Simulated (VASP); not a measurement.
These are PBEsol GGA, VASP's PBE PAW potentials (set 64) (plane waves; VASP 6.6.1) values and carry that method's errors.

VASP ran on this input.

**INCAR**
```
! general
SYSTEM  = TaAs
PREC    = Accurate
ENCUT   = 400
LREAL   = .False.
LASPH   = .True.

! electronic loop
EDIFF   = 1E-6
NELM    = 100
ALGO    = Normal
LMAXMIX = 6

! smearing
ISMEAR  = 1
SIGMA   = 0.1

! functional
GGA     = PS

! ions
IBRION  = 2
NSW     = 60
ISIF    = 3
EDIFFG  = -0.01

! output
LWAVE   = .False.
LCHARG  = .False.
```

### KPOINTS
```
Regular mesh
0
gamma
9 9 9
```

### POSCAR
```
TaAs
1
    3.7570000000     0.0000000000     0.0000000000
    0.0000000000     3.7570000000     0.0000000000
    0.0000000000     0.0000000000     3.7570000000
Ta As
1 1
Direct
  0.0000000000   0.0000000000   0.0000000000
  0.5000000000   0.5000000000   0.5000000000
```

POTCAR, in this order: Ta_pv As (PBE.64 set). Program: vasp_std.

The run wrote:

File OUTCAR:
```
 ion  position               nearest neighbor table
   1  0.000  0.000  0.000-   2 3.25   2 3.25   2 3.25   2 3.25   2 3.25   2 3.25   2 3.25   2 3.25
  LATTYP: Found a simple cubic cell.
 ALAT       =     3.7570000000
 Subroutine PRICEL returns:
 Original cell was already a primitive cell.
 Subroutine GETGRP returns: Found 48 space group operations
The static configuration has the point symmetry O_h .
The dynamic configuration has the point symmetry O_h .
 Subroutine INISYM returns: Found 48 space group operations
 Subroutine IBZKPT returns following result:
 Found     35 irreducible k-points:

 Following reciprocal coordinates:
            Coordinates               Weight
  0.000000  0.000000  0.000000      1.000000
  0.111111  0.000000  0.000000      6.000000
  0.222222  0.000000  0.000000      6.000000
  0.333333  0.000000  0.000000      6.000000
  0.444444  0.000000  0.000000      6.000000
  0.111111  0.111111  0.000000     12.000000
  0.222222  0.111111  0.000000     24.000000
  0.333333  0.111111  0.000000     24.000000
  0.444444  0.111111  0.000000     24.000000
  0.222222  0.222222  0.000000     12.000000
...
```

### OSZICAR
```
       N       E                     dE             d eps       ncg     rms          rms(c)
DAV:   1     0.581743621881E+02    0.58174E+02   -0.71838E+03   872   0.956E+02
DAV:   2    -0.142941643726E+02   -0.72469E+02   -0.69960E+02  1008   0.217E+02
DAV:   3    -0.168879113495E+02   -0.25937E+01   -0.25211E+01  1060   0.378E+01
DAV:   4    -0.169417702490E+02   -0.53859E-01   -0.53384E-01  1124   0.483E+00
DAV:   5    -0.169429191738E+02   -0.11489E-02   -0.11480E-02  1108   0.536E-01    0.703E+00
DAV:   6    -0.152187055325E+02    0.17242E+01   -0.68595E+00  1048   0.166E+01    0.201E+00
DAV:   7    -0.151214269691E+02    0.97279E-01   -0.48486E-01  1052   0.381E+00    0.115E+00
DAV:   8    -0.150908803061E+02    0.30547E-01   -0.13926E-01  1028   0.249E+00    0.341E-01
DAV:   9    -0.150906288918E+02    0.25141E-03   -0.90657E-03   956   0.784E-01    0.137E-01
DAV:  10    -0.150903646248E+02    0.26427E-03   -0.10041E-03  1088   0.246E-01    0.257E-02
DAV:  11    -0.150903599229E+02    0.47019E-05   -0.33658E-05  1052   0.431E-02    0.101E-02
DAV:  12    -0.150903594732E+02    0.44967E-06   -0.23288E-06  1028   0.143E-02
   1 F= -.15090359E+02 E0= -.15089645E+02  d E =-.150904E+02
       N       E                     dE             d eps       ncg     rms          rms(c)
DAV:   1    -0.689026190327E+02   -0.53812E+02   -0.13459E+03   840   0.366E+02    0.734E+01
DAV:   2    -0.264919441561E+02    0.42411E+02   -0.77174E+01   920   0.131E+02    0.254E+01
DAV:   3    -0.154071278419E+02    0.11085E+02   -0.19812E+01   924   0.656E+01    0.106E+01
DAV:   4    -0.150221319809E+02    0.38500E+00   -0.30058E+00   944   0.149E+01    0.247E+00
DAV:   5    -0.149431205145E+02    0.79011E-01   -0.97282E-01   940   0.827E+00    0.499E+00
DAV:   6    -0.149064651666E+02    0.36655E-01   -0.15734E-01   952   0.298E+00    0.197E-01
DAV:   7    -0.149067391548E+02   -0.27399E-03   -0.62785E-03  1028   0.628E-01    0.189E-01
DAV:   8    -0.149066874371E+02    0.51718E-04   -0.11972E-04   980   0.950E-02    0.681E-02
DAV:   9    -0.149066814370E+02    0.60001E-05   -0.65957E-06   996   0.272E-02    0.144E-02
DAV:  10    -0.149066812564E+02    0.18061E-06   -0.81297E-08   564   0.291E-03
   2 F= -.14906681E+02 E0= -.14906655E+02  d E =0.183678E+00
       N       E                     dE             d eps       ncg     rms          rms(c)
DAV:   1    -0.293508397636E+02   -0.14444E+02   -0.38458E+02   872   0.277E+02    0.299E+01
DAV:   2    -0.198927133453E+02    0.94581E+01   -0.26304E+01   888   0.515E+01    0.118E+01
DAV:   3    -0.185858407166E+02    0.13069E+01   -0.24944E+00   932   0.134E+01    0.513E+00
DAV:   4    -0.183048791284E+02    0.28096E+00   -0.10095E+00  1000   0.861E+00    0.819E-01
DAV:   5    -0.183123201432E+02   -0.74410E-02   -0.50357E-02  1028   0.212E+00    0.527E-01
DAV:   6    -0.183123598554E+02   -0.39712E-04   -0.56005E-03   980   0.567E-01    0.181E-01
DAV:   7    -0.183122152835E+02    0.14457E-03   -0.12054E-03   972   0.232E-01    0.453E-02
DAV:   8    -0.183122140782E+02    0.12053E-05   -0.38233E-05   952   0.529E-02    0.109E-02
DAV:   9    -0.183122125075E+02    0.15706E-05   -0.50259E-06   944   0.144E-02    0.391E-03
DAV:  10    -0.183122126773E+02   -0.16981E-06   -0.59809E-07   460   0.660E-03
   3 F= -.18312213E+02 E0= -.18312570E+02  d E =-.322185E+01
       N       E                     dE             d eps       ncg     rms          rms(c)
DAV:   1    -0.183721827827E+02   -0.59970E-01   -0.11644E+00   856   0.130E+01    0.163E+00
DAV:   2    -0.183413482538E+02    0.30835E-01   -0.51302E-02   868   0.254E+00    0.562E-01
DAV:   3    -0.183351504161E+02    0.61978E-02   -0.10721E-02   980   0.105E+00    0.139E-01
DAV:   4    -0.183346061797E+02    0.54424E-03   -0.16632E-03  1000   0.377E-01    0.884E-02
DAV:   5    -0.183346428277E+02   -0.36648E-04   -0.80565E-05  1108   0.914E-02    0.189E-02
DAV:   6    -0.183346430489E+02   -0.22117E-06   -0.75572E-06   956   0.208E-02
   4 F= -.18334643E+02 E0= -.18334975E+02  d E =-.324428E+01
       N       E                     dE             d eps       ncg     rms          rms(c)
DAV:   1    -0.183546104573E+02   -0.19968E-01   -0.49832E-01   856   0.859E+00    0.108E+00
DAV:   2    -0.183415321250E+02    0.13078E-01   -0.21491E-02   868   0.165E+00    0.375E-01
DAV:   3    -0.183388803871E+02    0.26517E-02   -0.46819E-03   980   0.702E-01    0.892E-02
DAV:   4    -0.183386615710E+02    0.21882E-03   -0.67126E-04   992   0.239E-01    0.566E-02
DAV:   5    -0.183386782704E+02   -0.16699E-04   -0.35412E-05  1104   0.612E-02    0.126E-02
DAV:   6    -0.183386783654E+02   -0.95058E-07   -0.36888E-06   924   0.153E-02
   5 F= -.18338678E+02 E0= -.18338966E+02  d E =-.324832E+01
       N       E                     dE             d eps       ncg     rms          rms(c)
DAV:   1    -0.183388044992E+02   -0.12623E-03   -0.41265E-03   856   0.788E-01    0.993E-02
DAV:   2    -0.183386961168E+02    0.10838E-03   -0.17821E-04   868   0.150E-01    0.344E-02
DAV:   3    -0.183386740820E+02    0.22035E-04   -0.38094E-05   988   0.631E-02    0.803E-03
DAV:   4    -0.183386717462E+02    0.23358E-05   -0.55552E-06   960   0.217E-02    0.494E-03
DAV:   5    -0.183386714899E+02    0.25632E-06   -0.24475E-07   432   0.546E-03
   6 F= -.18338671E+02 E0= -.18338964E+02  d E =0.687554E-05
       N       E                     dE             d eps       ncg     rms          rms(c)
DAV:   1    -0.183387296366E+02   -0.57890E-04   -0.14615E-03   856   0.468E-01    0.588E-02
DAV:   2    -0.183386915824E+02    0.38054E-04   -0.63116E-05   876   0.893E-02    0.203E-02
DAV:   3    -0.183386841555E+02    0.74269E-05   -0.13582E-05   980   0.377E-02    0.481E-03
DAV:   4    -0.183386837674E+02    0.38812E-06   -0.18485E-06   572   0.129E-02
   7 F= -.18338684E+02 E0= -.18338973E+02  d E =-.540197E-05
```

File OUTCAR:
```
------------------------ aborting loop because EDIFF is reached ----------------------------------------
  FORCE on cell =-STRESS in cart. coord.  units (eV):
  Direction    XX          YY          ZZ          XY          YZ          ZX
  --------------------------------------------------------------------------------------
  Total       -0.0013566     -0.0013566     -0.0013566      0.0000000      0.0000000     -0.0000000
  in kB       -0.0674742     -0.0674742     -0.0674742      0.0000000      0.0000000     -0.0000000
  external PRESSURE =      -0.0674742 kB  Pullay stress =       0.0000000 kB
  volume of cell :       32.21
      direct lattice vectors                 reciprocal lattice vectors
     3.181828962  0.000000000 -0.000000000     0.314284649  0.000000000  0.000000000
    -0.000000000  3.181828962 -0.000000000    -0.000000000  0.314284649  0.000000000
    -0.000000000 -0.000000000  3.181828962     0.000000000  0.000000000  0.314284649
 POSITION                                       TOTAL-FORCE (eV/Angst)
 -----------------------------------------------------------------------------------
     -0.00000      0.00000     -0.00000         0.000000     -0.000000      0.000000
      1.59091      1.59091      1.59091        -0.000000      0.000000      0.000000
 -----------------------------------------------------------------------------------
    total drift:                               -0.000000      0.000000      0.000000
  FREE ENERGIE OF THE ION-ELECTRON SYSTEM (eV)
  ---------------------------------------------------
  free  energy   TOTEN  =       -18.3386837674 eV

  energy  without entropy=      -18.3395524668  energy(sigma->0) =      -18.33897333

 reached required accuracy - stopping structural energy minimisation
```
(Selected blocks of OUTCAR.)

File CONTCAR:
```
TaAs
   1.00000000000000
     3.1818289623737699    0.0000000000000000   -0.0000000000000000
    -0.0000000000000000    3.1818289623737699   -0.0000000000000000
    -0.0000000000000000   -0.0000000000000000    3.1818289623737699
  Ta              As
     1     1
Direct
     0.0000000000000000    0.0000000000000000    0.0000000000000000
     0.5000000000000000    0.5000000000000000    0.5000000000000000
```

Energy and stress use the plane-wave basis of the starting cell.

The structure was generated: TaAs was put into the CsCl type type (Pm-3m), which need not be its known phase. This run relaxes it. Symmetry was kept, so distortions that lower it aren't found.
